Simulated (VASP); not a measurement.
Calculation: PBE GGA, VASP's PBE PAW potentials (set 64) (plane waves; VASP 6.6.1).

A VASP calculation is set up with these files.

File POSCAR:
```
CoSi2
1
    0.0000000000     2.6558572928     2.6558572928
    2.6558572928     0.0000000000     2.6558572928
    2.6558572928     2.6558572928     0.0000000000
Co Si
1 2
Direct
  0.0000000000   0.0000000000   0.0000000000
  0.2500000000   0.2500000000   0.2500000000
  0.7500000000   0.7500000000   0.7500000000
```

File KPOINTS:
```
Automatic
0
Gamma
10 10 10
```

### INCAR
```
SYSTEM = CoSi2
PREC = Accurate; ENCUT = 500; LREAL = .False.
LASPH = .True.
EDIFF = 1E-6; NELM = 100; ALGO = Normal
LMAXMIX = 4
ISMEAR = 1; SIGMA = 0.1
GGA = PE
IBRION = 2; NSW = 40; ISIF = 3
EDIFFG = -0.02; PSTRESS = 100
LWAVE = .False.; LCHARG = .False.
```

POTCAR, in this order: Co Si (PBE.64 set). Program: vasp_std.

What VASP printed:

### OSZICAR
```
       N       E                     dE             d eps       ncg     rms          rms(c)
DAV:   1     0.702219983589E+02    0.70222E+02   -0.68378E+03  1128   0.131E+03
DAV:   2    -0.166481851009E+02   -0.86870E+02   -0.80760E+02  1148   0.256E+02
DAV:   3    -0.206026170308E+02   -0.39544E+01   -0.38565E+01  1436   0.642E+01
DAV:   4    -0.206883281000E+02   -0.85711E-01   -0.85522E-01  1408   0.892E+00
DAV:   5    -0.206910141039E+02   -0.26860E-02   -0.26855E-02  1432   0.162E+00    0.147E+01
DAV:   6    -0.239833579846E+02   -0.32923E+01   -0.39507E+01  1412   0.134E+02    0.171E+01
DAV:   7    -0.192997937671E+02    0.46836E+01   -0.16557E+01  1496   0.106E+02    0.366E+00
DAV:   8    -0.193127034632E+02   -0.12910E-01   -0.92721E-01  1308   0.790E+00    0.181E+00
DAV:   9    -0.192809050281E+02    0.31798E-01   -0.99361E-02  1436   0.674E+00    0.435E-01
DAV:  10    -0.192810162035E+02   -0.11118E-03   -0.62082E-03  1476   0.101E+00    0.826E-02
DAV:  11    -0.192809272909E+02    0.88913E-04   -0.48779E-04  1632   0.438E-01    0.397E-02
DAV:  12    -0.192809486675E+02   -0.21377E-04   -0.52104E-05  1236   0.739E-02    0.243E-02
DAV:  13    -0.192809489808E+02   -0.31330E-06   -0.29261E-06  1404   0.145E-02
   1 F= -.16942469E+02 E0= -.16942785E+02  d E =-.169425E+02
       N       E                     dE             d eps       ncg     rms          rms(c)
DAV:   1    -0.197645830009E+02   -0.48363E+00   -0.74465E+00  1276   0.559E+01    0.766E+00
DAV:   2    -0.211968946158E+02   -0.14323E+01   -0.17177E+01  1388   0.918E+01    0.110E+01
DAV:   3    -0.191336300518E+02    0.20633E+01   -0.78809E+00  1472   0.717E+01    0.130E+00
DAV:   4    -0.191453381004E+02   -0.11708E-01   -0.28179E-01  1200   0.407E+00    0.892E-01
DAV:   5    -0.191360622175E+02    0.92759E-02   -0.18958E-02  1564   0.275E+00    0.267E-01
DAV:   6    -0.191355926894E+02    0.46953E-03   -0.19827E-03  1304   0.414E-01    0.813E-02
DAV:   7    -0.191355373852E+02    0.55304E-04   -0.12931E-04  1632   0.217E-01    0.373E-02
DAV:   8    -0.191355345330E+02    0.28522E-05   -0.20922E-05  1540   0.429E-02    0.122E-02
DAV:   9    -0.191355353231E+02   -0.79005E-06   -0.52794E-07   704   0.887E-03
   2 F= -.16927187E+02 E0= -.16927476E+02  d E =0.152822E-01
       N       E                     dE             d eps       ncg     rms          rms(c)
DAV:   1    -0.194645065946E+02   -0.32897E+00   -0.26159E+00  1232   0.336E+01    0.436E+00
DAV:   2    -0.200527459469E+02   -0.58824E+00   -0.67069E+00  1564   0.584E+01    0.750E+00
DAV:   3    -0.192452117774E+02    0.80753E+00   -0.32756E+00  1436   0.383E+01    0.932E-01
DAV:   4    -0.192432490997E+02    0.19627E-02   -0.56905E-02  1184   0.233E+00    0.481E-01
DAV:   5    -0.192408720053E+02    0.23771E-02   -0.50265E-03  1596   0.143E+00    0.833E-02
DAV:   6    -0.192408435740E+02    0.28431E-04   -0.29429E-04  1272   0.201E-01    0.398E-02
DAV:   7    -0.192408442863E+02   -0.71230E-06   -0.16402E-05  1712   0.641E-02    0.164E-02
DAV:   8    -0.192408447082E+02   -0.42191E-06   -0.17567E-06   740   0.259E-02
   3 F= -.16956607E+02 E0= -.16956906E+02  d E =-.141377E-01
```

OUTCAR:
```
------------------------ aborting loop because EDIFF is reached ----------------------------------------
  FORCE on cell =-STRESS in cart. coord.  units (eV):
  Direction    XX          YY          ZZ          XY          YZ          ZX
  --------------------------------------------------------------------------------------
  Total        2.2485369      2.2485369      2.2485369      0.0000000     -0.0000000      0.0000000
  in kB       98.4370775     98.4370775     98.4370775      0.0000000     -0.0000000      0.0000000
  external PRESSURE =      -1.5629225 kB  Pullay stress =     100.0000000 kB
  volume of cell :       36.60
      direct lattice vectors                 reciprocal lattice vectors
    -0.000000000  2.635161872  2.635161872    -0.189741665  0.189741665  0.189741665
     2.635161872 -0.000000000  2.635161872     0.189741665 -0.189741665  0.189741665
     2.635161872  2.635161872  0.000000000     0.189741665  0.189741665 -0.189741665
 POSITION                                       TOTAL-FORCE (eV/Angst)
 -----------------------------------------------------------------------------------
      0.00000     -0.00000      0.00000         0.000000      0.000000      0.000000
      1.31758      1.31758      1.31758        -0.000000     -0.000000      0.000000
      3.95274      3.95274      3.95274         0.000000      0.000000     -0.000000
 -----------------------------------------------------------------------------------
    total drift:                               -0.000000     -0.000000      0.000000
  FREE ENERGIE OF THE ION-ELECTRON SYSTEM (eV)
  ---------------------------------------------------
  free  energy   TOTEN  =       -19.2408447082 eV

  energy  without entropy=      -19.2417414086  energy(sigma->0) =      -19.24114361
  enthalpy is  TOTEN    =       -16.9566069437 eV   P V=        2.2842377645

 reached required accuracy - stopping structural energy minimisation
```
(Selected blocks of OUTCAR.)

File CONTCAR:
```
CoSi2
   1.00000000000000
    -0.0000000000000000    2.6351618715004390    2.6351618715004390
     2.6351618715004390   -0.0000000000000000    2.6351618715004390
     2.6351618715004390    2.6351618715004390    0.0000000000000000
  Co              Si
     1     2
Direct
     0.0000000000000000    0.0000000000000000    0.0000000000000000
     0.2500000000000000    0.2500000000000000    0.2500000000000000
     0.7500000000000000    0.7500000000000000    0.7500000000000000
```

Energy and stress use the plane-wave basis of the starting cell.

The compound is CoSi2 in the fluorite structure. This run relaxes it under an external pressure of 10 GPa. Symmetry was kept, so distortions that lower it aren't found. The run is not spin-polarised, so no magnetic state was tried. The electron count is odd and the run is not spin-polarised, which forces a metal.
